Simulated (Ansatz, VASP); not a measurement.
# MoS2 in two plane-wave programs

Aim: how closely do two programs agree when they are given the same cell, functional and k mesh? The cell is taken from a series of runs on this material, whose earlier steps may have relaxed, scaled, displaced or heated it; both programs get it as it stands.

Method: plane waves, with VASP 6.6.1 beside it; zone-centre phonons at LDA, in Ansatz 0.2.0.

## Step 1: The starting structure

The structure is trigonal, space group R3m (No. 160). The conventional cell has a = 3.127 Å, b = 3.127 Å, c = 17.969 Å, α = 90.00°, β = 90.00°, γ = 120.00°. Mo has 6 S at 2.38 Å nearest. Nearest to S lie 3 Mo at 2.38 Å. Nearest to S lie 3 Mo at 2.38 Å. Farther neighbours and most contacts between anions are not listed.

## Step 2: VASP: zone-centre phonons, LDA

Second derivatives magnify differences that forces hide, and they need a tight electronic threshold.

Lines of VASP's logs that name or quote its potential files are left out, and so is its time.

Input file INCAR:

```
SYSTEM = MoS2
PREC = Accurate
ENCUT = 500
EDIFF = 1E-08
NELM = 120
ISMEAR = 0
SIGMA = 0.01
LREAL = .FALSE.
ALGO = Normal
GGA = CA
NBANDS = 19
LASPH = .TRUE.
LORBIT = 11
LWAVE = .FALSE.
LCHARG = .FALSE.
ISIF = 2
IBRION = 8
LEPSILON = .TRUE.
GGA_COMPAT = .FALSE.
EFERMI = MIDGAP
KPAR = 2
```

Input file POSCAR:

```
MoS2
1.0
    1.5634764480      0.9026735498      5.9895086937
   -1.5634764480      0.9026735498      5.9895086937
    0.0000000000     -1.8053470945      5.9895086945
Mo S
1 2
Direct
    0.0000852179      0.0000852179      0.0000852179
    0.2470713353      0.2470713353      0.2470713353
    0.4198434468      0.4198434468      0.4198434468
```

Input file KPOINTS:

```
Automatic mesh
0
Gamma
9 9 9
0 0 0
```

Potentials, in the order of the species: Mo_sv and S (LDA family, release 64).

Command:

```bash
$ mpirun -np 2 vasp_std
```

Log:

```text
[banner, memory and clock lines left out]
running    2 mpi-ranks, on    1 nodes
 distrk:  each k-point on    1 cores,    2 groups
 distr:  one band on    1 cores,    1 groups

 POSCAR found type information on POSCAR MoS
 POSCAR found :  2 types and       3 ions
 LDA part: xc-table for (Slater(with rela. corr.)+CA(PZ))
 , standard interpolation
 POSCAR, INCAR and KPOINTS ok, starting setup
 FFT: planning ... GRIDC
 FFT: planning ... GRID_SOFT
 FFT: planning ... GRID
 WAVECAR not read
 entering main loop
       N       E                     dE             d eps       ncg     rms          rms(c)
DAV:   1     0.184755662253E+03    0.18476E+03   -0.13227E+04  3230   0.126E+03
DAV:   2    -0.178183152136E+02   -0.20257E+03   -0.19776E+03  3764   0.333E+02
DAV:   3    -0.258019896675E+02   -0.79837E+01   -0.78861E+01  3910   0.617E+01
DAV:   4    -0.259024206055E+02   -0.10043E+00   -0.10035E+00  3872   0.702E+00
DAV:   5    -0.259038059907E+02   -0.13854E-02   -0.13853E-02  4033   0.844E-01    0.264E+01
DAV:   6    -0.248284961985E+02    0.10753E+01   -0.95317E+00  3769   0.210E+01    0.887E+00
DAV:   7    -0.245881587956E+02    0.24034E+00   -0.35076E+00  3619   0.122E+01    0.646E+00
DAV:   8    -0.244793315314E+02    0.10883E+00   -0.52430E-01  3890   0.497E+00    0.155E+00
DAV:   9    -0.244785313053E+02    0.80023E-03   -0.17673E-02  3686   0.867E-01    0.460E-01
DAV:  10    -0.244775364375E+02    0.99487E-03   -0.64605E-03  3632   0.584E-01    0.696E-02
DAV:  11    -0.244775221150E+02    0.14322E-04   -0.35095E-04  3668   0.143E-01    0.486E-02
DAV:  12    -0.244775148528E+02    0.72623E-05   -0.25378E-05  3688   0.334E-02    0.138E-02
DAV:  13    -0.244775164299E+02   -0.15772E-05   -0.71632E-06  3695   0.162E-02    0.786E-03
DAV:  14    -0.244775162306E+02    0.19932E-06   -0.12820E-06  3686   0.793E-03    0.290E-03
DAV:  15    -0.244775162467E+02   -0.16064E-07   -0.88903E-08  3679   0.192E-03    0.403E-04
DAV:  16    -0.244775162463E+02    0.37016E-09   -0.11548E-08  2152   0.763E-04
   1 F= -.24477516E+02 E0= -.24477516E+02  d E =0.000000E+00
 Linear response reoptimize wavefunctions to high precision
DAV:   1    -0.244775162467E+02   -0.35243E-09   -0.31045E-09  2701   0.305E-04
DAV:   2    -0.244775162467E+02   -0.27285E-10   -0.29094E-10  2008   0.123E-04
 Linear response G [H, r] |phi>, progress :
  Direction:   1
       N       E                     dE             d eps       ncg     rms
RMM:   1    -0.137892205274E+03   -0.13789E+03   -0.16680E+02  6123   0.249E+02
RMM:   2    -0.127141958666E+03    0.10750E+02   -0.40512E+01  5161   0.397E+01
RMM:   3    -0.127561372559E+03   -0.41941E+00   -0.27744E+00  5757   0.999E+00
RMM:   4    -0.127573504740E+03   -0.12132E-01   -0.17807E-01  6041   0.248E+00
RMM:   5    -0.127574571658E+03   -0.10669E-02   -0.24639E-02  6280   0.797E-01
RMM:   6    -0.127574630462E+03   -0.58804E-04   -0.30125E-03  6351   0.281E-01
RMM:   7    -0.127574635130E+03   -0.46689E-05   -0.27086E-04  6570   0.630E-02
RMM:   8    -0.127574633025E+03    0.21055E-05   -0.31604E-06  6278   0.183E-02
RMM:   9    -0.127574636734E+03   -0.37092E-05   -0.11978E-05  6176   0.657E-03
RMM:  10    -0.127574636878E+03   -0.14334E-06   -0.47979E-05  5899   0.298E-03
RMM:  11    -0.127574637629E+03   -0.75096E-06   -0.20959E-05  5712   0.191E-03
RMM:  12    -0.127574637733E+03   -0.10431E-06   -0.54685E-05  5315   0.159E-03
RMM:  13    -0.127574637708E+03    0.24943E-07   -0.10688E-05  4638   0.150E-03
RMM:  14    -0.127574637661E+03    0.46649E-07   -0.47667E-05  4031   0.147E-03
RMM:  15    -0.127574637878E+03   -0.21698E-06   -0.39230E-05  3654   0.147E-03
 Linear response G [H, r] |phi>, progress :
  Direction:   2
       N       E                     dE             d eps       ncg     rms
RMM:   1    -0.136930913683E+03   -0.13693E+03   -0.17123E+02  6155   0.247E+02
RMM:   2    -0.125502436200E+03    0.11428E+02   -0.41126E+01  5219   0.398E+01
RMM:   3    -0.125942842694E+03   -0.44041E+00   -0.25735E+00  5817   0.990E+00
RMM:   4    -0.125952500273E+03   -0.96576E-02   -0.17279E-01  6028   0.244E+00
RMM:   5    -0.125952892633E+03   -0.39236E-03   -0.24936E-02  6299   0.788E-01
RMM:   6    -0.125952943916E+03   -0.51283E-04   -0.47216E-03  6411   0.284E-01
RMM:   7    -0.125952813211E+03    0.13071E-03   -0.61609E-04  6521   0.652E-02
RMM:   8    -0.125952805000E+03    0.82109E-05   -0.23996E-04  6296   0.198E-02
RMM:   9    -0.125952789418E+03    0.15582E-04    0.24078E-05  6163   0.681E-03
RMM:  10    -0.125952787581E+03    0.18379E-05   -0.36629E-05  5872   0.308E-03
RMM:  11    -0.125952785468E+03    0.21121E-05   -0.16449E-05  5878   0.203E-03
RMM:  12    -0.125952785260E+03    0.20864E-06    0.37172E-05  5387   0.171E-03
RMM:  13    -0.125952784775E+03    0.48447E-06    0.11507E-04  4656   0.162E-03
RMM:  14    -0.125952784322E+03    0.45379E-06    0.22766E-05  4034   0.160E-03
RMM:  15    -0.125952784789E+03   -0.46794E-06   -0.16713E-05  3720   0.160E-03
[...]
Degree of freedom:   1/  6
       N       E                     dE             d eps       ncg     rms          rms(c)
RMM:   1    -0.851936190479E+00   -0.85194E+00   -0.14369E-01 15040   0.262E+01
RMM:   2    -0.671284479290E+00    0.18065E+00   -0.25733E-01 20339   0.372E+00    0.196E-01
RMM:   3    -0.675070257992E+00   -0.37858E-02   -0.20749E-02 26143   0.892E-01    0.109E-01
[...]
RMM:  17    -0.805214084913E+00   -0.26050E-08   -0.14879E-07  4585   0.649E-05    0.809E-08
 first order change of Fermi-energy  -0.16628E-01
 force on displaced ion       1 direction 3 :   0.000  -0.000 -31.253
 Born effective charge ion    1 direction 3 :   0.000  -0.000  -0.884
 Linear response progress:
  Degree of freedom:   3/  6
       N       E                     dE             d eps       ncg     rms          rms(c)
RMM:   1    -0.106067856134E+00   -0.10607E+00   -0.13138E-01 34188   0.180E+00
RMM:   2    -0.910604547225E-01    0.15007E-01   -0.98610E-03 21962   0.554E-01    0.131E-01
RMM:   3    -0.914036472657E-01   -0.34319E-03   -0.27884E-04 23675   0.104E-01    0.707E-02
RMM:   4    -0.916842325297E-01   -0.28059E-03   -0.60522E-05 23827   0.463E-02    0.155E-02
RMM:   5    -0.916750393083E-01    0.91932E-05   -0.28147E-06 23854   0.997E-03    0.533E-03
RMM:   6    -0.916529395846E-01    0.22100E-04   -0.48990E-07 23837   0.387E-03    0.189E-03
RMM:   7    -0.916601128617E-01   -0.71733E-05   -0.63587E-08 23551   0.109E-03    0.495E-04
RMM:   8    -0.916590425076E-01    0.10704E-05   -0.79613E-08 25151   0.331E-04    0.177E-04
RMM:   9    -0.916584982802E-01    0.54423E-06    0.51024E-08 24710   0.134E-04    0.685E-05
RMM:  10    -0.916583673409E-01    0.13094E-06    0.45247E-08 24712   0.748E-05    0.683E-06
RMM:  11    -0.916584109622E-01   -0.43621E-07    0.59348E-08 25632   0.488E-05    0.250E-06
RMM:  12    -0.916583928327E-01    0.18130E-07    0.62356E-08 25896   0.425E-05    0.563E-07
RMM:  13    -0.916583952437E-01   -0.24110E-08    0.32958E-08 19171   0.400E-05    0.370E-07
 first order change of Fermi-energy   0.41690E-05
 force on displaced ion       2 direction 1 : -10.355  -0.001  -0.000
 Born effective charge ion    2 direction 1 :   0.561   0.003  -0.000
 Linear response progress:
  Degree of freedom:   4/  6
       N       E                     dE             d eps       ncg     rms          rms(c)
RMM:   1    -0.152085407940E+00   -0.15209E+00   -0.13497E-01  8053   0.193E+00
RMM:   2    -0.132174662205E+00    0.19911E-01   -0.11631E-02  5239   0.599E-01    0.380E-01
RMM:   3    -0.132237822871E+00   -0.63161E-04   -0.55618E-04  5102   0.147E-01    0.265E-01
RMM:   4    -0.132355176530E+00   -0.11735E-03   -0.20196E-04  5035   0.878E-02    0.788E-02
RMM:   5    -0.132398950572E+00   -0.43774E-04   -0.67564E-05  5001   0.539E-02    0.204E-02
RMM:   6    -0.132403089094E+00   -0.41385E-05   -0.28674E-06  5710   0.129E-02    0.634E-03
RMM:   7    -0.132396908422E+00    0.61807E-05   -0.82176E-07  5164   0.433E-03    0.153E-03
RMM:   8    -0.132399227182E+00   -0.23188E-05   -0.75579E-08  5349   0.104E-03    0.977E-04
RMM:   9    -0.132401838766E+00   -0.26116E-05   -0.39011E-08  5545   0.489E-04    0.185E-04
RMM:  10    -0.132401583455E+00    0.25531E-06   -0.41798E-08  5800   0.162E-04    0.315E-05
RMM:  11    -0.132401371892E+00    0.21156E-06   -0.26380E-08  5685   0.740E-05    0.911E-06
RMM:  12    -0.132401423171E+00   -0.51279E-07    0.30651E-08  5904   0.512E-05    0.605E-06
RMM:  13    -0.132401425722E+00   -0.25505E-08   -0.81455E-09  5836   0.446E-05    0.140E-06
 first order change of Fermi-energy   0.13406E+01
 force on displaced ion       2 direction 3 :   0.000  -0.000 -18.033
 Born effective charge ion    2 direction 3 :   0.000   0.000   0.509
 Linear response progress:
  Degree of freedom:   5/  6
       N       E                     dE             d eps       ncg     rms          rms(c)
RMM:   1    -0.105987504040E+00   -0.10599E+00   -0.13066E-01 34170   0.179E+00
RMM:   2    -0.910680975354E-01    0.14919E-01   -0.96816E-03 21751   0.552E-01    0.132E-01
RMM:   3    -0.913990673393E-01   -0.33097E-03   -0.27386E-04 23516   0.103E-01    0.707E-02
RMM:   4    -0.916726774404E-01   -0.27361E-03   -0.60411E-05 23921   0.458E-02    0.158E-02
RMM:   5    -0.916673778065E-01    0.52996E-05   -0.14186E-06 23679   0.990E-03    0.541E-03
RMM:   6    -0.916455351483E-01    0.21843E-04   -0.62894E-08 23823   0.389E-03    0.190E-03
RMM:   7    -0.916523605842E-01   -0.68254E-05   -0.27638E-08 23510   0.107E-03    0.497E-04
RMM:   8    -0.916514815105E-01    0.87907E-06   -0.84297E-08 25151   0.324E-04    0.196E-04
RMM:   9    -0.916508639795E-01    0.61753E-06    0.12406E-09 24838   0.139E-04    0.714E-05
RMM:  10    -0.916507302003E-01    0.13378E-06    0.19150E-08 24662   0.741E-05    0.573E-06
RMM:  11    -0.916507662847E-01   -0.36084E-07   -0.30796E-08 25911   0.481E-05    0.239E-06
RMM:  12    -0.916507463045E-01    0.19980E-07    0.18873E-10 25798   0.419E-05    0.618E-07
RMM:  13    -0.916507492372E-01   -0.29327E-08   -0.65006E-09 18791   0.395E-05    0.358E-07
 first order change of Fermi-energy   0.33392E-04
 force on displaced ion       3 direction 1 : -10.339  -0.003   0.000
 Born effective charge ion    3 direction 1 :   0.536   0.004   0.000
 Linear response progress:
  Degree of freedom:   6/  6
       N       E                     dE             d eps       ncg     rms          rms(c)
RMM:   1    -0.152138689154E+00   -0.15214E+00   -0.13618E-01  8059   0.193E+00
RMM:   2    -0.132152718525E+00    0.19986E-01   -0.11871E-02  5305   0.599E-01    0.379E-01
RMM:   3    -0.132213576972E+00   -0.60858E-04   -0.55338E-04  5102   0.145E-01    0.265E-01
RMM:   4    -0.132329347491E+00   -0.11577E-03   -0.20811E-04  5017   0.882E-02    0.782E-02
RMM:   5    -0.132370945566E+00   -0.41598E-04   -0.65542E-05  4992   0.541E-02    0.196E-02
RMM:   6    -0.132374716869E+00   -0.37713E-05   -0.24548E-06  5712   0.129E-02    0.629E-03
RMM:   7    -0.132369065874E+00    0.56510E-05   -0.78788E-07  5137   0.433E-03    0.160E-03
RMM:   8    -0.132371195705E+00   -0.21298E-05   -0.67189E-08  5394   0.101E-03    0.105E-03
RMM:   9    -0.132374157301E+00   -0.29616E-05    0.17342E-09  5411   0.523E-04    0.195E-04
RMM:  10    -0.132373874116E+00    0.28318E-06    0.34595E-09  5818   0.195E-04    0.304E-05
RMM:  11    -0.132373614472E+00    0.25964E-06   -0.13845E-08  5639   0.885E-05    0.141E-05
RMM:  12    -0.132373670632E+00   -0.56161E-07   -0.11357E-07  5880   0.631E-05    0.594E-06
RMM:  13    -0.132373677309E+00   -0.66773E-08   -0.12927E-07  5879   0.566E-05    0.160E-06
RMM:  14    -0.132373670185E+00    0.71249E-08   -0.22942E-08  5240   0.547E-05    0.133E-06
 first order change of Fermi-energy  -0.13236E+01
 force on displaced ion       3 direction 3 :   0.000  -0.000 -17.780
 Born effective charge ion    3 direction 3 :   0.000   0.000   0.375
 Born effective charges drift removed
 Linear response finished
```

(Part 1 of 2 ends here.)

[Lines on the potential files, build, host, timing and source positions are cut from VASP's logs without a mark.]

[Logs are printed without paths, hosts, clocks, repeated set-up lines and the standing remarks that a program may print on its own settings, such as how far it seeks lower states.]

[Hosts, paths, dates, database ids (printed as entryN), source tags and the programs' standing remarks are cut or masked in the printed files.]
